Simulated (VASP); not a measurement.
```
GeSi
1.0
    3.93973     0.00000     0.00000
   -1.96987     3.41191     0.00000
    0.00000     0.00000    18.36107
Ge Si
1 1
Direct
  0.66667   0.33333   0.50000
  0.33333   0.66667   0.50000
```

The numbers are results of r2SCAN meta-GGA, VASP's PBE PAW potentials (set 64) (plane waves; VASP), not measurements. Settings: 400 eV cut-off, 12×12×1 Γ-centred mesh, tetrahedra with Blöchl corrections, potentials Ge_d Si.

The cell holds a wide vacuum, so values per volume refer to the whole cell.

Problem. Give the energies of bands 7 to 12 at the high-symmetry points, in eV from the valence-band maximum.

Solution. 
```json
[
 {"band": "7", "Γ": "-3.35", "M": "-8.24", "K": "-8.64"},
 {"band": "8", "Γ": "-1.82", "M": "-3.37", "K": "-5.15"},
 {"band": "9", "Γ": "-1.82", "M": "-1.07", "K": "0.00"},
 {"band": "10", "Γ": "0.73", "M": "0.84", "K": "0.03"},
 {"band": "11", "Γ": "3.13", "M": "0.86", "K": "4.82"},
 {"band": "12", "Γ": "3.14", "M": "6.44", "K": "5.71"}
]
```

The gap is direct, 0.03 eV, from the valence maximum at K to the conduction minimum at K.

The cell is a sheet with vacuum, built from a generated structure.
